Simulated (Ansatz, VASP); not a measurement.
**One calculation of TaV, two programs**

```
Ta V
1.0
     1.59592   -2.29229    0.00000
     1.59592    2.29229    0.00000
     0.00000    0.00000    4.31222
Ta V
1 1
Cartesian
  0.0000 0.0000 0.0000
  1.5959 0.0000 2.1561
```

Change from the starting cell: volume scaled by 0.98.

Alike in both runs: task single point; functional PBE; k mesh 10 × 10 × 6; occupations fermi-dirac, width 0.05 eV; collinear spin, ferromagnetic start.

```csv
,VASP,Ansatz
version,VASP 6.6.1,Ansatz 0.2.0
potentials or method,"VASP PAW PBE potentials, release 64 (Ta_pv, V_sv)",Ansatz PAW
plane-wave cutoff (eV),520,420
valence electrons in the cell,24,26
```

VASP gave:

```
gap on the k mesh at the Fermi level (eV)       : none
pressure (GPa)                                  : 4.0
largest component of the traceless stress (GPa) : 0.51
net moment per atom (μB)                        : 0.00
```

Task: Estimate Ansatz's values.

Result: gap on the k mesh at the Fermi level (eV): none; pressure (GPa): 3.8; largest component of the traceless stress (GPa): 0.50; net moment per atom (μB): 0.00.

A gap of «none» marks a metal or a gap that the smearing closes. The two sets of potentials don't hold the same shells in valence.

Caveats: the starting moments weren't kept (Ansatz). The runs have no spin-orbit coupling, so splittings on Ta are missing.
